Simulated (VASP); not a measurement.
Level of theory: HSE06 screened hybrid, VASP's PBE PAW potentials (set 64) (plane waves; VASP).

Input for VASP

**INCAR**
```
SYSTEM  =  Al3InAs4
PREC  =  Accurate; ENCUT  =  400; LREAL  =  .False.
LASPH  =  .True.; ISYM  =  3
EDIFF  =  1E-6; NELM  =  60; ALGO  =  Normal
LMAXMIX  =  4
ISMEAR  =  0; SIGMA  =  0.05
GGA  =  PE; LHFCALC  =  .True.; AEXX  =  0.25
HFSCREEN  =  0.2; PRECFOCK  =  Fast
ISIF  =  2
LWAVE  =  .False.; LCHARG  =  .False.
```

File KPOINTS:
```
Automatic mesh
0
Gamma
4 4 4
0 0 0
```

File POSCAR:
```
Al3InAs4
1
    5.8399177896     0.0000000000     0.0000000000
    0.0000000000     5.8399177896     0.0000000000
    0.0000000000     0.0000000000     5.8399177896
In As Al
1 4 3
Direct
  1.0000000000   0.0000000000   0.0000000000
  0.2605190864   0.2605190864   0.2605190864
  0.7394809136   0.7394809136   0.2605190864
  0.7394809136   0.2605190864   0.7394809136
  0.2605190864   0.7394809136   0.7394809136
  0.5000000000   0.5000000000   0.0000000000
  0.5000000000   0.0000000000   0.5000000000
  1.0000000000   0.5000000000   0.5000000000
```

File KPOINTS_OPT:
```
named points and PBE's band edges
5
Reciprocal
  0.000000   0.000000   0.000000 1 ! GAMMA
  0.500000   0.500000   0.500000 1 ! R
  0.500000   0.500000   0.000000 1 ! M
  0.000000   0.500000   0.000000 1 ! X
  0.000000   0.035710   0.000000 1 ! near an edge
```

POTCAR, in this order: In_d As Al (PBE.64 set). Program: vasp_std. Read from the step before: WAVECAR.

Unless said otherwise, spin-orbit coupling is left out, though it shifts the bands of the heavy elements here.

Question: Estimate the energy per atom (σ→0), pressure, largest force, band gap (over the mesh, the named points and PBE's band edges).

Answer: 
```json
{
  "energy per atom (σ→0)": "-5266 meV/atom",
  "band gap (over the mesh, the named points and PBE's band edges)": "1.94 eV",
  "pressure": "-2.21 GPa",
  "largest_force": "0.054 eV/Å"
}
```

**OSZICAR**
```
...
DAV:   5    -0.421271047417E+02    0.49361E-03   -0.29137E-04   604   0.991E-02    0.243E+00
DAV:   6    -0.421269462017E+02    0.15854E-03   -0.71011E-05   622   0.520E-02    0.142E+00
DAV:   7    -0.421268917957E+02    0.54406E-04   -0.19295E-05   664   0.286E-02    0.821E-01
DAV:   8    -0.421268759578E+02    0.15838E-04   -0.65211E-06   634   0.158E-02    0.475E-01
DAV:   9    -0.421268719395E+02    0.40182E-05   -0.23497E-06   562   0.925E-03    0.274E-01
DAV:  10    -0.421268716675E+02    0.27197E-06   -0.74099E-07   324   0.565E-03
   1 F= -.42126872E+02 E0= -.42126872E+02  d E =-.691836E-14
       N       E                     dE             ncg
```

The structure was generated: Al3InAs4 was put into an ordered model structure (P-43m), which need not be its known phase. It was relaxed first.
